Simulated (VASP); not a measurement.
# A VASP study of Ba2CoS3 (PBEsol + U): structure first, properties next, part 7 of 7

What structure does Ba2CoS3 take at this level, and what are its properties? The start is a computed cell from the Materials Project.

VASP 6.6.1; PBEsol, DFT+U (Co d 3 eV), spin-polarised from a ferromagnetic start; plane waves and PAW (Ba_sv, Co, S).

Still holding for the runs below: The magnetic state follows from one typed start and may not be the lowest.

So far, gap on the k-mesh (eV): step 2 (relaxing cell and atoms (PBEsol + U)) 0.586; step 3 (k-mesh 3×7×3) 0.599. The relaxed cell has a, b, c = 11.955, 4.187, 12.361 Å (conventional setting).

## (6) Total and projected DOS (PBEsol + U) (continued)

From OUTCAR (step 6):

```text
   k-points           NKPTS =     54   k-points in BZ     NKDIM =     54   number of bands    NBANDS=    165

   NELECT =     188.0000    total number of electrons

atom =   9  type =  2  l = 2

 onsite density matrix

spin component  1

  0.9510  0.0013  0.0000 -0.0000  0.0000
  0.0013  0.9570  0.0000  0.0000 -0.0000
  0.0000  0.0000  0.9483 -0.0056 -0.0020
 -0.0000  0.0000 -0.0056  0.9544 -0.0007
  0.0000 -0.0000 -0.0020 -0.0007  0.9614

spin component  2

  0.8671 -0.2166 -0.0000  0.0000  0.0000
 -0.2166  0.1880  0.0000 -0.0000  0.0000
 -0.0000  0.0000  0.7496  0.2941  0.0660
  0.0000 -0.0000  0.2941  0.3858  0.0320
  0.0000  0.0000  0.0660  0.0320  0.2217

 occupancies and eigenvectors

  o =  0.1248  v =  0.0000  0.0000  0.0000  0.0000  0.0000  0.2802  0.9599  0.0000 -0.0000 -0.0000      0.0000  0.0000  0.0000  0.0000  0.0000  0.0000  0.0000  0.0000  0.0000  0.0000
  o =  0.2123  v =  0.0000  0.0000  0.0000  0.0000  0.0000  0.0000  0.0000 -0.2756  0.2984  0.9138      0.0000  0.0000  0.0000  0.0000  0.0000  0.0000  0.0000  0.0000  0.0000  0.0000
  o =  0.2237  v =  0.0000  0.0000  0.0000  0.0000  0.0000  0.0000  0.0000 -0.4108  0.8228 -0.3926      0.0000  0.0000  0.0000  0.0000  0.0000  0.0000  0.0000  0.0000  0.0000  0.0000
  o =  0.9211  v =  0.0000  0.0000  0.0000  0.0000  0.0000  0.0000  0.0000  0.8691  0.4836  0.1041      0.0000  0.0000  0.0000  0.0000  0.0000  0.0000  0.0000  0.0000  0.0000  0.0000
  o =  0.9303  v =  0.0000  0.0000  0.0000  0.0000  0.0000 -0.9599  0.2802  0.0000 -0.0000 -0.0000      0.0000  0.0000  0.0000  0.0000  0.0000  0.0000  0.0000  0.0000  0.0000  0.0000
  o =  0.9448  v =  0.0000 -0.0000 -0.8543 -0.5049 -0.1237  0.0000  0.0000  0.0000  0.0000  0.0000      0.0000  0.0000  0.0000  0.0000  0.0000  0.0000  0.0000  0.0000  0.0000  0.0000
  o =  0.9508  v = -0.9799  0.1995  0.0000 -0.0000  0.0000  0.0000  0.0000  0.0000  0.0000  0.0000      0.0000  0.0000  0.0000  0.0000  0.0000  0.0000  0.0000  0.0000  0.0000  0.0000
  o =  0.9572  v = -0.1995 -0.9799 -0.0000  0.0000 -0.0000  0.0000  0.0000  0.0000  0.0000  0.0000      0.0000  0.0000  0.0000  0.0000  0.0000  0.0000  0.0000  0.0000  0.0000  0.0000
  o =  0.9576  v =  0.0000 -0.0000  0.4946 -0.8627  0.1057  0.0000  0.0000  0.0000  0.0000  0.0000      0.0000  0.0000  0.0000  0.0000  0.0000  0.0000  0.0000  0.0000  0.0000  0.0000
  o =  0.9617  v =  0.0000  0.0000  0.1601 -0.0291 -0.9867  0.0000  0.0000  0.0000  0.0000  0.0000      0.0000  0.0000  0.0000  0.0000  0.0000  0.0000  0.0000  0.0000  0.0000  0.0000

atom =  10  type =  2  l = 2

 onsite density matrix

spin component  1

  0.9510 -0.0013  0.0000  0.0000  0.0000
 -0.0013  0.9570 -0.0000  0.0000 -0.0000
  0.0000 -0.0000  0.9483  0.0056 -0.0020
  0.0000  0.0000  0.0056  0.9544  0.0007
  0.0000 -0.0000 -0.0020  0.0007  0.9614

spin component  2

  0.8671  0.2166 -0.0000 -0.0000 -0.0000
  0.2166  0.1880  0.0000 -0.0000  0.0000
 -0.0000  0.0000  0.7496 -0.2941  0.0660
 -0.0000 -0.0000 -0.2941  0.3858 -0.0320
 -0.0000  0.0000  0.0660 -0.0320  0.2217

 occupancies and eigenvectors

  o =  0.1248  v =  0.0000  0.0000  0.0000  0.0000  0.0000 -0.2802  0.9599 -0.0000 -0.0000 -0.0000      0.0000  0.0000  0.0000  0.0000  0.0000  0.0000  0.0000  0.0000  0.0000  0.0000
  o =  0.2123  v =  0.0000  0.0000  0.0000  0.0000  0.0000  0.0000 -0.0000  0.2756  0.2984 -0.9138      0.0000  0.0000  0.0000  0.0000  0.0000  0.0000  0.0000  0.0000  0.0000  0.0000
  o =  0.2237  v =  0.0000  0.0000  0.0000  0.0000  0.0000  0.0000 -0.0000 -0.4108 -0.8228 -0.3926      0.0000  0.0000  0.0000  0.0000  0.0000  0.0000  0.0000  0.0000  0.0000  0.0000
  o =  0.9211  v =  0.0000  0.0000  0.0000  0.0000  0.0000  0.0000  0.0000  0.8691 -0.4836  0.1041      0.0000  0.0000  0.0000  0.0000  0.0000  0.0000  0.0000  0.0000  0.0000  0.0000
  o =  0.9303  v =  0.0000  0.0000  0.0000  0.0000  0.0000 -0.9599 -0.2802  0.0000  0.0000  0.0000      0.0000  0.0000  0.0000  0.0000  0.0000  0.0000  0.0000  0.0000  0.0000  0.0000
[...]
o =  0.9448  v =  0.0000 -0.0000 -0.8543  0.5049 -0.1237  0.0000  0.0000  0.0000  0.0000  0.0000      0.0000  0.0000  0.0000  0.0000  0.0000  0.0000  0.0000  0.0000  0.0000  0.0000
  o =  0.9508  v = -0.9799 -0.1995  0.0000 -0.0000  0.0000  0.0000  0.0000  0.0000  0.0000  0.0000      0.0000  0.0000  0.0000  0.0000  0.0000  0.0000  0.0000  0.0000  0.0000  0.0000
  o =  0.9572  v =  0.1995 -0.9799  0.0000 -0.0000  0.0000  0.0000  0.0000  0.0000  0.0000  0.0000      0.0000  0.0000  0.0000  0.0000  0.0000  0.0000  0.0000  0.0000  0.0000  0.0000
  o =  0.9576  v =  0.0000 -0.0000 -0.4946 -0.8627 -0.1057  0.0000  0.0000  0.0000  0.0000  0.0000      0.0000  0.0000  0.0000  0.0000  0.0000  0.0000  0.0000  0.0000  0.0000  0.0000
  o =  0.9617  v =  0.0000 -0.0000  0.1601  0.0291 -0.9867  0.0000  0.0000  0.0000  0.0000  0.0000      0.0000  0.0000  0.0000  0.0000  0.0000  0.0000  0.0000  0.0000  0.0000  0.0000

 E-fermi :   3.1684

 spin component 1
 k-point     1 :       0.0000    0.0000    0.0000
  band No.  band energies     occupation
    ...
     96       2.6576      1.00000
     97       2.6902      1.00000
     98       2.8179      1.00000
     99       3.0283      1.00000
    100       3.1525      1.00000
    101       4.6969      0.00000
    102       5.4253      0.00000
    103       5.4847      0.00000
    104       5.5773      0.00000
    105       6.0186      0.00000
    ...

 k-point     2 :       0.2500    0.0000    0.0000
  band No.  band energies     occupation
    ...
     96       2.6758      1.00000
     97       2.7223      1.00000
     98       2.8123      1.00000
     99       2.9083      1.00000
    100       3.0975      1.00000
    101       4.7790      0.00000
    102       5.3166      0.00000
    103       5.5059      0.00000
    104       5.5941      0.00000
    105       6.0265      0.00000
    ...

  Total       -0.0952297     -0.0640814     -0.0223081      0.0000000      0.0000000      0.0000000
  in kB       -0.2465693     -0.1659198     -0.0577604      0.0000000      0.0000000      0.0000000
  external PRESSURE =      -0.1567498 kB  Pullay stress =       0.0000000 kB

 POSITION                                       TOTAL-FORCE (eV/Angst)
 -----------------------------------------------------------------------------------
      0.13728      1.04682     10.21537         0.001771      0.000000      0.000505
      5.84042      3.14045      4.03493        -0.001771      0.000000      0.000505
      6.11497      1.04682      8.32596         0.001771      0.000000     -0.000505
     11.81812      3.14045      2.14552        -0.001771     -0.000000     -0.000505
      2.06381      1.04682      5.90923         0.001591     -0.000000      0.005053
      9.89158      3.14045      6.45166        -0.001591     -0.000000     -0.005053
      8.04151      1.04682      0.27121         0.001591     -0.000000     -0.005053
      3.91388      3.14045     12.08968        -0.001591     -0.000000      0.005053
      2.92749      3.14045      8.62526         0.006251     -0.000000     -0.003321
      8.90519      3.14045      9.91607         0.006251     -0.000000      0.003321
      9.02790      1.04682      3.73563        -0.006251     -0.000000      0.003321
      3.05020      1.04682      2.44482        -0.006251      0.000000     -0.003321
      9.25755      1.04682      8.82387        -0.000647     -0.000000      0.000794
      2.69784      3.14045      3.53702         0.000647      0.000000     -0.000794
      3.27985      1.04682      9.71746        -0.000647      0.000000     -0.000794
      8.67554      3.14045      2.64343         0.000647      0.000000      0.000794
      5.22691      1.04682      1.73431         0.007793     -0.000000      0.002973
      6.72848      3.14045     10.62658        -0.007793      0.000000     -0.002973
     11.20461      1.04682      4.44613         0.007793     -0.000000     -0.002973
      4.32831      3.14045      6.84358         0.000339     -0.000000     -0.003907
      1.64938      1.04682      0.66313        -0.000339     -0.000000     -0.003907
     10.30601      3.14045     11.69775         0.000339     -0.000000      0.003907
      7.62708      1.04682      5.51731        -0.000339     -0.000000      0.003907
      0.75078      3.14045      7.91476        -0.007793     -0.000000      0.002973
 -----------------------------------------------------------------------------------
    total drift:                               -0.000000      0.000000      0.000000

  FREE ENERGIE OF THE ION-ELECTRON SYSTEM (eV)
  ---------------------------------------------------
  free  energy   TOTEN  =      -129.3223488133 eV

  energy  without entropy=     -129.3223488133  energy(sigma->0) =     -129.32234881

[... 9 parts as in an earlier step ...]

[... 13 further parts left out ...]
```

Numbers from this step:

- irreducible k-points: 54
- free energy (TOTEN): -129.3223 eV
- Fermi energy: 3.168 eV
- pressure: -0.01567 GPa
- conduction bottom at k: 0, 0.5, 0
- least direct gap at k: 0, 0.5, 0.5
- gap on the k-mesh: 0.5860 eV
- least direct gap on the k-mesh: 0.8365 eV

The density of states has structure finer than the step of the table below, so its rows give means over 1 eV, whole bins alone (the curve runs from -12.0 to 2.96 eV). Peaks (eV: height): total up -11.9: 46.0, -5.0: 30.5, -4.6: 37.9, -3.6: 22.3; total down -11.9: 48.3, -2.6: 24.1, -2.3: 24.2, 1.5: 20.0; Co d up -5.0: 21.5, -4.6: 29.2, -3.7: 14.8; Co d down -2.6: 5.59, -2.3: 6.04, -0.6: 7.43, 1.5: 12.4; S p up -2.2: 5.27, -1.7: 4.77, -1.5: 6.98, -0.6: 7.91.

States under -12.0 eV and over 3.0 eV are left out. The density of states by energy, zero at the valence-band top; means over each step; 7 of 16 lines; values in states/eV/cell:

| energy (eV) | total up | total down | Co d up | Co d down | S p up | S p down | Ba d up |
| --- | --- | --- | --- | --- | --- | --- | --- |
| -11 | 10.1 | 8.52 | 0.144 | 0.0575 | 0.0293 | 0.0218 | 0.0326 |
| -10 | 1.76 | 3.44 | 0.0264 | 0.0234 | 0.00558 | 0.00963 | 0.00321 |
| -9 | 0 | 0 | 0 | 0 | 0 | 0 | 0 |
| -8 | 0 | 0 | 0 | 0 | 0 | 0 | 0 |
| -7 | 0 | 0 | 0 | 0 | 0 | 0 | 0 |
| -6 | 0 | 0 | 0 | 0 | 0 | 0 | 0 |
| -5 | 9.34 | 0 | 6.67 | 0 | 0.982 | 0 | 0.0282 |
| -4 | 13.3 | 3.70 | 8.09 | 0.116 | 1.57 | 1.15 | 0.112 |
| -3 | 4.88 | 11.9 | 0.681 | 2.73 | 1.46 | 3.42 | 0.110 |
| -2 | 11.4 | 14.1 | 1.20 | 2.60 | 3.90 | 4.86 | 0.462 |
| -1 | 14.4 | 13.2 | 1.78 | 3.64 | 5.72 | 4.20 | 0.456 |
| 0 | 2.63 | 1.00 | 0.357 | 0.410 | 1.16 | 0.273 | 0.0478 |
| 1 | 5.9e-5 | 6.10 | 0 | 3.79 | 0 | 0.340 | 1.7e-5 |
| 2 | 0.905 | 6.23 | 0.0226 | 3.82 | 0.0411 | 0.563 | 0.237 |

The gap on this mesh is 0.59 eV. In the top eV of the valence band the largest shares in the PAW spheres are S p 36 % and Co d 25 %. The rest lies in smaller channels or between the spheres.

## (7) Results

```yaml
relaxed_volume: 25.78 Å³/atom
relaxed_conventional_cell_a_b_c: 11.955, 4.187, 12.361 Å
space_group_after_relaxing_within_0p02_a: Pnma (No. 62)
moment_of_the_cell_4x10x4_mesh: 12.0 μB
largest_site_moment_4x10x4_mesh: 2.42 μB on Co9
band_gap: 0.577 eV, indirect (least direct gap of that run 0.832 eV)
gap_among_the_points_of_the_dos_mesh_alone_an_upper_bound: 0.586 eV
```

What this shows: With PBEsol + U, Ba2CoS3 relaxes to 25.78 Å³/atom in space group Pnma, has an indirect gap of 0.577 eV and keeps moments of up to 2.42 μB (4×10×4 mesh). Band structure (PBEsol + U), spin up: On this path the gap is direct, 1.54 eV, with the valence top at Γ and the conduction bottom at Γ. Band structure (PBEsol + U), spin down: On this path the gap is indirect, 0.81 eV, with the valence top at U and the conduction bottom between Γ and X. The least direct gap is 0.83 eV. Spin-orbit coupling is left out, and with elements this heavy it would split and shift bands near the edges, and it can change the kind of a small gap. Only the typed magnetic starts were tried, so the magnetic ground state may differ and with it the other results. No search among competing phases was made, and a listed structure need not be the one stable at ambient conditions. All values are for a static lattice at zero temperature.

[Lines on the potential files, build, host, timing and source positions are cut from VASP's logs without a mark.]

[Logs are printed without paths, hosts, clocks, repeated set-up lines and the standing remarks that a program may print on its own settings, such as how far it seeks lower states.]

[Hosts, paths, dates, database ids (printed as entryN), source tags and the programs' standing remarks are cut or masked in the printed files.]

[A measured line is paired with the nearest computed mode of its activity, which favours agreement.]

[In band tables of VASP the shares of atoms and orbitals are scaled to a sum of 1 inside the atoms' spheres.]
